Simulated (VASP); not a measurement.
Shape and ions are relaxed at each volume.

Energy against volume of TiB2 (AlB2 type). Level of theory: revPBE GGA, VASP's PBE PAW potentials (set 64) (plane waves; VASP 6.6.1).

```
V (Å³/atom)  E (eV/atom)
-----------  -----------
8.162           -7.83133
8.422           -7.85128
8.682           -7.85755
8.943           -7.85201
9.203           -7.83628
```

Fit a third-order Birch-Murnaghan equation of state.

| Quantity | Value |
|---|---|
| volume per atom | 8.68 Å³/atom |
| bulk modulus | 241 GPa |
| pressure derivative of the bulk modulus | 3.89 |

Measured: bulk modulus 240 GPa (computed value off by +0.6 %), as given by Synthesis of Binary Transition Metal Nitrides, Carbides and Borides from the Elements in the Laser-Heated Diamond …. The calculation is for a static lattice, while the measured bulk modulus holds thermal and zero-point effects, which are part of the difference.

The compound is TiB2 in the AlB2 type structure. It was relaxed first.
